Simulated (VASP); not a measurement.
# BSbP2: structure and properties in VASP, part 3 of 5

Aim: relax BSbP2, then compute properties on the relaxed cell. The cell is invented: it takes the structure of COD entry 9008835, BP (space group 216 there), with some of its atoms replaced by other elements, volume scaled by an estimate. It may not be a known or stable phase. The atoms of the start are displaced at random from the sites of a P-4m2 cell.

VASP 6.6.1; vdW-DF2; plane waves and PAW (Sb, P, B); invented cell.

So far. Step 4 (Second relaxation): It ends with a largest force of 0.007 eV/Å and a pressure of 0.00 GPa. Step 5 (Density, ELF and potential (vdW-DF2)): In this run the pressure is 0.01 GPa, small enough to go on.

## Step 6: Bands along the symmetry lines (vdW-DF2)

Levels along the symmetry lines show where the bands peak and cross; KPOINTS_OPT computes them in the converged potential.

INCAR

```
SYSTEM = BSbP2
PREC = Accurate
ENCUT = 420
EDIFF = 1E-06
NELM = 100
ISMEAR = 0
SIGMA = 0.05
LREAL = .FALSE.
ALGO = Normal
GGA = ML
AGGAC = 0
LUSE_VDW = .TRUE.
ZAB_VDW = -1.8867
LASPH = .TRUE.
NBANDS = 23
LORBIT = 11
LWAVE = .FALSE.
LCHARG = .FALSE.
KPAR = 2
```

POSCAR

```
BSbP2
1.0
    3.2173699818     -0.0008135544      0.0023587323
    0.0004411097      3.5147731819      0.5131817101
    0.0165961806      0.6940120800      7.4615437371
Sb P B
1 2 1
Direct
    0.9975070322      0.1552607656      0.0651020742
    0.9946976869      0.5262701779      0.3246090034
    0.4929352391      0.8727276132      0.6335608377
    0.4936240417      0.4499054433      0.4783000846
```

KPOINTS

```
Automatic mesh
0
Gamma
7 7 3
0 0 0
```

KPOINTS_OPT

```
Line mode
16
Line-mode
Reciprocal
 -0.50000000   0.00000000   0.00000000 X
  0.00000000   0.00000000   0.00000000 GAMMA

  0.00000000   0.00000000   0.00000000 GAMMA
  0.00000000   0.50000000   0.00000000 Y

 -0.50000000   0.50000000   0.00000000 L
  0.00000000   0.00000000   0.00000000 GAMMA

  0.00000000   0.00000000   0.00000000 GAMMA
  0.00000000  -0.50000000  -0.50000000 Z

 -0.50000000  -0.50000000  -0.50000000 N
  0.00000000   0.00000000   0.00000000 GAMMA

  0.00000000   0.00000000   0.00000000 GAMMA
  0.00000000   0.00000000  -0.50000000 M

 -0.50000000   0.00000000  -0.50000000 R
  0.00000000   0.00000000   0.00000000 GAMMA
```

The projector-augmented-wave data sets are Sb, P and B (PBE family, release 64).

The run is started by

```console
$ mpirun -np 2 vasp_std
```

What it wrote:

```text
[... set-up lines as in an earlier step ...]
 entering main loop
       N       E                     dE             d eps       ncg     rms          rms(c)
DAV:   1     0.512824254093E+02    0.51282E+02   -0.56298E+03  3404   0.534E+02
DAV:   2    -0.116644821888E+02   -0.62947E+02   -0.58890E+02  4583   0.114E+02
DAV:   3    -0.152327035249E+02   -0.35682E+01   -0.35261E+01  4387   0.264E+01
DAV:   4    -0.152676015771E+02   -0.34898E-01   -0.34889E-01  4152   0.314E+00
DAV:   5    -0.152681571815E+02   -0.55560E-03   -0.55559E-03  4537   0.388E-01    0.698E+00
DAV:   6    -0.139430318136E+02    0.13251E+01   -0.17022E+00  4064   0.804E+00    0.346E+00
DAV:   7    -0.139504991970E+02   -0.74674E-02   -0.69018E-01  4115   0.322E+00    0.205E+00
DAV:   8    -0.139521018035E+02   -0.16026E-02   -0.43813E-02  4390   0.105E+00    0.821E-01
DAV:   9    -0.139566323423E+02   -0.45305E-02   -0.12482E-02  4392   0.574E-01    0.152E-01
DAV:  10    -0.139565802708E+02    0.52071E-04   -0.10514E-03  4253   0.149E-01    0.610E-02
DAV:  11    -0.139566169381E+02   -0.36667E-04   -0.18588E-04  4244   0.705E-02    0.289E-02
DAV:  12    -0.139566325247E+02   -0.15587E-04   -0.22192E-05  4311   0.300E-02    0.148E-02
DAV:  13    -0.139566375075E+02   -0.49828E-05   -0.12370E-05  4153   0.215E-02    0.293E-03
DAV:  14    -0.139566373292E+02    0.17837E-06   -0.64903E-07  3018   0.477E-03
   1 F= -.13956637E+02 E0= -.13955709E+02  d E =-.185638E-02
 Start KPOINTS_OPT (optional k-point list driver)
k-point batch [1-74\112]
       N       E                     dE             ncg
DAV:   1     0.481821375769E+04   -0.17619E+05     3404
DAV:   2     0.264200992146E+03   -0.45540E+04     4559
DAV:   3     0.112131177736E+02   -0.25299E+03     4400
DAV:   4     0.880507799662E+01   -0.24080E+01     4164
DAV:   5     0.876926434532E+01   -0.35814E-01     4545
DAV:   6     0.876850279151E+01   -0.76155E-03     4307
DAV:   7     0.876848285065E+01   -0.19941E-04     4555
DAV:   8     0.876848234585E+01   -0.50480E-06     3109
k-point batch [75-112\112]
       N       E                     dE             ncg
DAV:   1     0.139166319340E+05   -0.33598E+04     1748
DAV:   2     0.115318347598E+05   -0.23848E+04     2373
DAV:   3     0.113921937823E+05   -0.13964E+03     2253
DAV:   4     0.113908773656E+05   -0.13164E+01     2158
DAV:   5     0.113908586238E+05   -0.18742E-01     2365
DAV:   6     0.113908582291E+05   -0.39472E-03     2205
DAV:   7     0.113908582186E+05   -0.10565E-04     2304
DAV:   8     0.113908582183E+05   -0.27706E-06     1623
```

The job ended after 44 s (2 MPI ranks of Intel Xeon 6975P-C (Granite Rapids), shared host; peak memory 0.93 GiB; 87 s of CPU time).

OUTCAR, selected parts (step 6):

```text
   k-points           NKPTS =     74   k-points in BZ     NKDIM =     74   number of bands    NBANDS=     23

   NELECT =      18.0000    total number of electrons

 E-fermi :   5.1024

 k-point     1 :       0.0000    0.0000    0.0000
  band No.  band energies     occupation
    ...
      4       1.9507      2.00000
      5       1.9961      2.00000
      6       2.7289      2.00000
      7       3.5161      2.00000
      8       4.4319      2.00000
      9       7.2550      0.00000
     10       7.4991      0.00000
     11       7.9774      0.00000
     12       8.6315      0.00000
     13       8.8620      0.00000
    ...

Total vdW correction in eV:      2.7222244

  Total        0.0045282     -0.0078818      0.0052982     -0.0013922      0.0037580      0.0123845
  in kB        0.0871665     -0.1517214      0.1019884     -0.0267992      0.0723397      0.2383967
  external PRESSURE =       0.0124778 kB  Pullay stress =       0.0000000 kB

 POSITION                                       TOTAL-FORCE (eV/Angst)
 -----------------------------------------------------------------------------------
      3.21050      0.59008      0.56779        -0.005814      0.003309     -0.002694
      3.20593      2.07419      2.69450         0.005721     -0.000275     -0.002129
      1.59685      3.50674      5.17637        -0.001690     -0.002910     -0.000381
      1.59631      1.91286      3.80090         0.001783     -0.000124      0.005204
 -----------------------------------------------------------------------------------
    total drift:                               -0.000159      0.000200     -0.000863

  FREE ENERGIE OF THE ION-ELECTRON SYSTEM (eV)
  ---------------------------------------------------
  free  energy   TOTEN  =       -13.9566373292 eV

  energy  without entropy=      -13.9547809518  energy(sigma->0) =      -13.95570914

Total vdW correction in eV:      2.7222279

[... 8 parts as in an earlier step ...]

[... 8 further parts left out ...]
```

Within 0.02 Å the cell has space group Cm; at a tight tolerance a small distortion makes it P1. Spin-orbit coupling is off here; with elements this heavy it splits and shifts levels by tenths of an eV or more.

This step gave:

| Quantity | Value |
| --- | --- |
| SCF cycles | 14 |
| bands | 23 |
| pressure | 0.001248 GPa |

The electronic bands at the labelled points (eV, zero at the Fermi level; # counts the bands kept, so #1 is VASP's band 2):

| point | #4 | #5 | #6 | #7 | #8 | #9 | #10 | #11 |
| --- | --- | --- | --- | --- | --- | --- | --- | --- |
| X | -3.83 | -3.69 | -1.69 | -0.56 | -0.40 | 0.09 | 3.10 | 3.17 |
| 0.53 of the way | -3.07 | -2.63 | -1.34 | -0.48 | 0.05 | 0.37 | 2.86 | 3.62 |
| Γ | -3.11 | -2.37 | -1.59 | -0.67 | 2.15 | 2.40 | 2.88 | 3.53 |
| 0.47 of the way | -4.29 | -2.16 | -1.93 | -0.80 | 1.61 | 2.57 | 2.80 | 3.77 |
| Y | -4.10 | -3.73 | -1.85 | -1.33 | 0.91 | 2.64 | 3.23 | 4.35 |
| jump to L | -4.43 | -3.78 | -2.89 | -2.68 | -1.31 | -1.30 | 1.31 | 2.86 |
| 0.47 of the way | -4.26 | -3.93 | -2.19 | -0.84 | -0.29 | 0.01 | 2.25 | 3.15 |
| Γ | -3.11 | -2.37 | -1.59 | -0.67 | 2.15 | 2.40 | 2.88 | 3.53 |
| 0.47 of the way | -4.29 | -2.16 | -1.94 | -0.79 | 1.61 | 2.57 | 2.79 | 3.77 |
| Z | -4.09 | -3.73 | -1.85 | -1.35 | 0.89 | 2.64 | 3.25 | 4.35 |
| jump to N | -4.43 | -3.78 | -2.90 | -2.68 | -1.30 | -1.29 | 1.31 | 2.87 |
| 0.47 of the way | -4.26 | -3.93 | -2.19 | -0.85 | -0.30 | 0.02 | 2.25 | 3.15 |
| Γ | -3.11 | -2.37 | -1.59 | -0.67 | 2.15 | 2.40 | 2.88 | 3.53 |
| 0.47 of the way | -3.12 | -2.37 | -0.72 | -0.59 | 2.10 | 2.29 | 2.64 | 3.25 |
| M | -3.14 | -2.37 | -0.49 | 0.29 | 1.82 | 2.18 | 2.23 | 2.95 |
| jump to R | -3.11 | -3.00 | -1.69 | -1.63 | -0.75 | -0.56 | 3.45 | 3.96 |
| 0.47 of the way | -3.43 | -2.51 | -1.37 | -0.40 | -0.38 | 0.58 | 2.72 | 3.28 |
| Γ | -3.11 | -2.37 | -1.59 | -0.67 | 2.15 | 2.40 | 2.88 | 3.53 |

Of the projections kept (Sb, P, B), the largest for each band there; the rest of the weight can lie on other orbitals:

| point | #4 | #5 | #6 | #7 | #8 | #9 | #10 | #11 |
| --- | --- | --- | --- | --- | --- | --- | --- | --- |
| X | P 0.57 | Sb 0.75 | P 0.50 | P 0.72 | P 0.68 | P 0.66 | B 0.53 | Sb 0.61 |
| Γ | P 0.56 | P 0.54 | P 0.66 | P 0.56 | B 0.70 | P 0.88 | P 0.54 | Sb 0.56 |
| Y | P 0.57 | P 0.46 | P 0.53 | P 0.53 | P 0.51 | P 1.00 | P 0.56 | B 0.50 |
| L | P 0.50 | P 0.55 | P 0.64 | Sb 0.88 | P 0.64 | P 0.67 | Sb 0.54 | B 0.46 |
| Γ | P 0.56 | P 0.54 | P 0.66 | P 0.56 | B 0.70 | P 0.88 | P 0.54 | Sb 0.56 |
| Z | P 0.57 | P 0.46 | P 0.53 | P 0.53 | P 0.51 | P 1.00 | P 0.56 | B 0.50 |

There is no gap at this level.

## Step 7: Density of states (vdW-DF2)

A density of states needs more k-points than a total energy; ISMEAR = -5 takes tetrahedra, and LORBIT projects the states on the PAW spheres. The mesh is finer than in the run before.

Edit INCAR of step 6 so:

```diff
@@ -5,3 +5,3 @@
 NELM = 100
-ISMEAR = 0
+ISMEAR = -5
 SIGMA = 0.05
@@ -19 +19,2 @@
 KPAR = 2
+NEDOS = 2001
```

POSCAR is that of step 6.

KPOINTS

```
Automatic mesh
0
Gamma
10 10 5
0 0 0
```

The run is started by

```console
$ mpirun -np 2 vasp_std
```

What it wrote:

```text
[... set-up lines as in an earlier step ...]
 entering main loop
       N       E                     dE             d eps       ncg     rms          rms(c)
DAV:   1     0.509798080491E+02    0.50980E+02   -0.56224E+03 11592   0.534E+02
DAV:   2    -0.117326211943E+02   -0.62712E+02   -0.58899E+02 15393   0.114E+02
DAV:   3    -0.152635677470E+02   -0.35309E+01   -0.34885E+01 15033   0.263E+01
DAV:   4    -0.152981204811E+02   -0.34553E-01   -0.34540E-01 14053   0.312E+00
DAV:   5    -0.152986688675E+02   -0.54839E-03   -0.54832E-03 15440   0.386E-01    0.698E+00
DAV:   6    -0.139414973263E+02    0.13572E+01   -0.19959E+00 13812   0.812E+00    0.349E+00
DAV:   7    -0.139483751750E+02   -0.68778E-02   -0.71561E-01 13949   0.326E+00    0.206E+00
DAV:   8    -0.139493752084E+02   -0.10000E-02   -0.41553E-02 14766   0.106E+00    0.791E-01
DAV:   9    -0.139536585508E+02   -0.42833E-02   -0.12262E-02 15059   0.571E-01    0.155E-01
DAV:  10    -0.139536497223E+02    0.88285E-05   -0.94970E-04 14449   0.147E-01    0.675E-02
DAV:  11    -0.139536957858E+02   -0.46063E-04   -0.20715E-04 14492   0.740E-02    0.285E-02
DAV:  12    -0.139537110107E+02   -0.15225E-04   -0.27190E-05 14105   0.330E-02    0.126E-02
DAV:  13    -0.139537157060E+02   -0.46954E-05   -0.80958E-06 14441   0.169E-02    0.280E-03
DAV:  14    -0.139537156329E+02    0.73145E-07   -0.39999E-07  9408   0.374E-03
   1 F= -.13953716E+02 E0= -.13953716E+02  d E =0.000000E+00
 -----------------------------------------------------------------------------
|                                                                             |
|           W    W    AA    RRRRR   N    N  II  N    N   GGGG   !!!           |
|           W    W   A  A   R    R  NN   N  II  NN   N  G    G  !!!           |
|           W    W  A    A  R    R  N N  N  II  N N  N  G       !!!           |
|           W WW W  AAAAAA  RRRRR   N  N N  II  N  N N  G  GGG   !            |
|           WW  WW  A    A  R   R   N   NN  II  N   NN  G    G                |
|           W    W  A    A  R    R  N    N  II  N    N   GGGG   !!!           |
|                                                                             |
|     Tetrahedron method does not include variations of the Fermi             |
|     occupations, so forces and stress will be inaccurate. We suggest        |
|     using a different smearing scheme ISMEAR = 1 or 2 for metals in         |
|     relaxations.                                                            |
|                                                                             |
 -----------------------------------------------------------------------------
```

Elapsed: 66 s, on 2 MPI ranks; peak memory 1.2 GiB; 2.2 min of CPU time.

OUTCAR, selected parts (step 7):

```text
   k-points           NKPTS =    252   k-points in BZ     NKDIM =    252   number of bands    NBANDS=     23

   NELECT =      18.0000    total number of electrons

 E-fermi :   5.3574

 k-point     1 :       0.0000    0.0000    0.0000
  band No.  band energies     occupation
    ...
      4       1.9458      2.00000
      5       2.0297      2.00000
      6       2.7533      2.00000
      7       3.5517      2.00000
      8       4.4307      2.00000
      9       7.2927      0.00000
     10       7.5371      0.00000
     11       7.9712      0.00000
     12       8.6123      0.00000
     13       8.8342      0.00000
    ...

Total vdW correction in eV:      2.7241315

  Total       -0.2815474     -0.0068373      0.2897398     -0.0044342     -0.0281525      0.0154376
  in kB       -5.4196871     -0.1316158      5.5773873     -0.0853563     -0.5419256      0.2971683
  external PRESSURE =       0.0086948 kB  Pullay stress =       0.0000000 kB

 POSITION                                       TOTAL-FORCE (eV/Angst)
 -----------------------------------------------------------------------------------
      3.21050      0.59008      0.56779        -0.005311     -0.001447      0.008717
      3.20593      2.07419      2.69450         0.008966      0.006287     -0.039834
      1.59685      3.50674      5.17637         0.000077     -0.009650      0.061357
      1.59631      1.91286      3.80090        -0.003732      0.004810     -0.030239
 -----------------------------------------------------------------------------------
    total drift:                               -0.000157      0.000217     -0.000977

  FREE ENERGIE OF THE ION-ELECTRON SYSTEM (eV)
  ---------------------------------------------------
  free  energy   TOTEN  =       -13.9537156329 eV

  energy  without entropy=      -13.9537156329  energy(sigma->0) =      -13.95371563

Total vdW correction in eV:      2.7241378

[... 6 parts as in an earlier step ...]

[... 10 further parts left out ...]
```

With tetrahedra the forces and stress of a metal are not exact derivatives of the energy.

Numbers from this step:

| Property | Result |
| --- | --- |
| irreducible k-points | 252 |
| free energy (TOTEN) | -13.95 eV |
| Fermi energy | 5.357 eV |
| pressure | 8.69e-4 GPa |
| DOS at the Fermi level | 0.8988 states/eV/cell |

The density of states has structure finer than the step of the table below, so its rows give means over 1 eV, whole bins alone (the curve runs from -12.0 to 5.51 eV). Peaks (eV: height): total -4.0: 4.36, -3.0: 3.02, -0.8: 3.07, 2.9: 3.2; P p -4.0: 0.959, -3.0: 0.625, -0.8: 0.856, 2.1: 0.538; Sb p -3.0: 0.387, -0.8: 0.346, 3.4: 0.543, 4.0: 0.410; B p -4.0: 0.504, -3.0: 0.307, 4.7: 0.255, 4.9: 0.258; P s -10.5: 0.644, -10.1: 0.554, -6.8: 0.209, 3.4: 0.132.

States under -12.0 eV and over 5.5 eV are left out. The density of states by energy, zero at the Fermi level; means over each step; values in states/eV/cell:

| energy (eV) | total | P p | Sb p | B p | P s | Sb s | B s |
| --- | --- | --- | --- | --- | --- | --- | --- |
| -11 | 1.02 | 0.0246 | 0.00850 | 0.0212 | 0.329 | 0.128 | 0.0611 |
| -10 | 1.30 | 0.0351 | 0.00608 | 0.0343 | 0.427 | 0.174 | 0.0646 |
| -9 | 1.18 | 0.0325 | 0.00745 | 0.0409 | 0.302 | 0.311 | 0.0226 |
| -8 | 0.885 | 0.0542 | 0.00634 | 0.0383 | 0.116 | 0.320 | 0.0230 |
| -7 | 0.791 | 0.140 | 0.0214 | 0.0411 | 0.0803 | 0.00901 | 0.128 |
| -6 | 0.590 | 0.109 | 0.0182 | 0.0380 | 0.0482 | 0.0142 | 0.0822 |
| -5 | 1.08 | 0.223 | 0.0820 | 0.0850 | 0.0404 | 0.0197 | 0.0533 |
| -4 | 2.41 | 0.510 | 0.199 | 0.241 | 0.0633 | 0.0528 | 0.0407 |
| -3 | 2.19 | 0.476 | 0.230 | 0.255 | 0.0307 | 0.0434 | 0.0193 |
| -2 | 2.09 | 0.472 | 0.235 | 0.178 | 0.0253 | 0.0347 | 0.0111 |
| -1 | 2.17 | 0.574 | 0.235 | 0.117 | 0.0414 | 0.0328 | 0.0122 |
| 0 | 0.974 | 0.244 | 0.125 | 0.0372 | 0.0247 | 0.0163 | 0.00469 |
| 1 | 1.18 | 0.234 | 0.176 | 0.0412 | 0.0451 | 0.0136 | 0.00836 |
| 2 | 1.59 | 0.389 | 0.200 | 0.0548 | 0.0427 | 0.0184 | 0.0174 |
| 3 | 2.71 | 0.386 | 0.426 | 0.115 | 0.0928 | 0.0610 | 0.0708 |
| 4 | 1.94 | 0.202 | 0.301 | 0.129 | 0.0702 | 0.0138 | 0.0748 |
| 5 | 1.71 | 0.157 | 0.0894 | 0.196 | 0.0493 | 0.00218 | 0.0582 |

Force by atom:

| atom | x (eV/Å) | y (eV/Å) | z (eV/Å) | size |
| --- | --- | --- | --- | --- |
| Sb1 | -0.0053 | -0.0014 | 0.0087 | 0.0103 |
| P2 | 0.0090 | 0.0063 | -0.0398 | 0.0413 |
| P3 | 0.0001 | -0.0097 | 0.0614 | 0.0621 |
| B4 | -0.0037 | 0.0048 | -0.0302 | 0.0308 |

The finer mesh and the other smearing move the Fermi level by +0.25 eV from the 7×7×3 run, one measure of the sampling error in the zero of the bands above. Of the states within 0.3 eV of the Fermi level, the largest shares in the PAW spheres are P p 25 % and Sb p 13 %. The rest lies in smaller channels or between the spheres.

## Step 8: Volume scan with vdW-DF2

An equation of state needs energies on both sides of the minimum, all on one mesh and cutoff.

Edit INCAR of step 7 so:

```diff
@@ -5,3 +5,3 @@
 NELM = 100
-ISMEAR = -5
+ISMEAR = 0
 SIGMA = 0.05
@@ -14,3 +14,3 @@
 LASPH = .TRUE.
-NBANDS = 23
+NBANDS = 15
 LORBIT = 11
@@ -19,2 +19,2 @@
 KPAR = 2
-NEDOS = 2001
+ISIF = 2
```

POSCAR

```
BSbP2
1.0
    3.1516909408     -0.0007969466      0.0023105814
    0.0004321049      3.4430229843      0.5027056745
    0.0162573880      0.6798445928      7.3092245944
Sb P B
1 2 1
Direct
    0.9975070322      0.1552607656      0.0651020742
    0.9946976869      0.5262701779      0.3246090034
    0.4929352391      0.8727276132      0.6335608377
    0.4936240417      0.4499054433      0.4783000846
```

KPOINTS

```
Automatic mesh
0
Gamma
7 7 3
0 0 0
```

The run is started by

```console
$ mpirun -np 2 vasp_std
```

What it wrote:

```text
[... set-up lines as in an earlier step ...]
 entering main loop
       N       E                     dE             d eps       ncg     rms          rms(c)
DAV:   1     0.643743308981E+02    0.64374E+02   -0.60213E+03  2220   0.824E+02
DAV:   2    -0.110108826265E+02   -0.75385E+02   -0.70821E+02  2951   0.155E+02
DAV:   4    -0.153493892404E+02   -0.49388E-01   -0.49342E-01  2832   0.519E+00
DAV:   5    -0.153504455977E+02   -0.10564E-02   -0.10560E-02  3039   0.728E-01    0.761E+00
DAV:   6    -0.138563232436E+02    0.14941E+01   -0.33281E+00  2619   0.131E+01    0.405E+00
DAV:   7    -0.138781771881E+02   -0.21854E-01   -0.10806E+00  3060   0.578E+00    0.221E+00
DAV:   8    -0.138751544900E+02    0.30227E-02   -0.44279E-02  2997   0.158E+00    0.102E+00
DAV:   9    -0.138796074564E+02   -0.44530E-02   -0.21475E-02  2955   0.105E+00    0.169E-01
DAV:  10    -0.138796481362E+02   -0.40680E-04   -0.11405E-03  3025   0.232E-01    0.765E-02
DAV:  11    -0.138796489937E+02   -0.85750E-06   -0.24315E-04  3039   0.106E-01    0.324E-02
DAV:  12    -0.138796769143E+02   -0.27921E-04   -0.60099E-05  2682   0.717E-02    0.150E-02
DAV:  13    -0.138796784990E+02   -0.15847E-05   -0.39019E-06  3060   0.150E-02    0.695E-03
DAV:  14    -0.138796789920E+02   -0.49305E-06   -0.15297E-06  2139   0.114E-02
   1 F= -.13879679E+02 E0= -.13878872E+02  d E =-.161392E-02
```

The job ended after 29 s (2 MPI ranks; peak memory 0.79 GiB; 57 s of CPU time).

From OUTCAR (step 8):

```text
   ENCUT  =  420.0 eV  30.87 Ry    5.56 a.u.   5.27  5.81 12.27*2*pi/ulx,y,z

   NELECT =      18.0000    total number of electrons

 E-fermi :   5.7904

 k-point     1 :       0.0000    0.0000    0.0000
  band No.  band energies     occupation
    ...
      4       2.4388      2.00000
      5       2.6025      2.00000
      6       3.2597      2.00000
      7       4.1212      2.00000
      8       5.0482      2.00000
      9       7.9076      0.00000
     10       8.3116      0.00000
     11       8.6858      0.00000
     12       9.5302      0.00000
     13       9.7263      0.00000
    ...

Total vdW correction in eV:      2.6277446

  Total        2.4411903      2.5827431      2.5658994     -0.0003946      0.0042489      0.0111836
  in kB       49.9915265     52.8902944     52.5453634     -0.0080806      0.0870100      0.2290213
  external PRESSURE =      51.8090615 kB  Pullay stress =       0.0000000 kB

 POSITION                                       TOTAL-FORCE (eV/Angst)
 -----------------------------------------------------------------------------------
      3.14496      0.57803      0.55620        -0.005103      0.080014     -0.531889
      3.14048      2.03185      2.63950         0.004983      0.004359     -0.037220
      1.56426      3.43515      5.07070        -0.001728     -0.055385      0.359140
      1.56372      1.87381      3.72331         0.001848     -0.028988      0.209968
 -----------------------------------------------------------------------------------
    total drift:                                0.000084     -0.000077     -0.000043

  FREE ENERGIE OF THE ION-ELECTRON SYSTEM (eV)
  ---------------------------------------------------
  free  energy   TOTEN  =       -13.8796789920 eV

  energy  without entropy=      -13.8780650713  energy(sigma->0) =      -13.87887203

Total vdW correction in eV:      2.6277420

[... 3 parts as in an earlier step ...]

[... 13 further parts left out ...]
```

The scan keeps the cell's shape and the fractional positions fixed.

This step gave:

* bands: 15
* irreducible k-points: 74
* free energy (TOTEN): -13.88 eV
* energy at zero smearing: -13.88 eV
* Fermi energy: 5.790 eV
* pressure: 5.181 GPa

Force by atom:

| atom | x (eV/Å) | y (eV/Å) | z (eV/Å) | size |
| --- | --- | --- | --- | --- |
| Sb1 | -0.005 | 0.080 | -0.532 | 0.538 |
| P2 | 0.005 | 0.004 | -0.037 | 0.038 |
| P3 | -0.002 | -0.055 | 0.359 | 0.363 |
| B4 | 0.002 | -0.029 | 0.210 | 0.212 |

The pressure here is 5.18 GPa.

(Continued in part 4 of 5.)

[Lines on the potential files, build, host, timing and source positions are cut from VASP's logs without a mark.]

[Logs are printed without paths, hosts, clocks, repeated set-up lines and the standing remarks that a program may print on its own settings, such as how far it seeks lower states.]

[Hosts, paths, dates, database ids (printed as entryN), source tags and the programs' standing remarks are cut or masked in the printed files.]

[A measured line is paired with the nearest computed mode of its activity, which favours agreement.]
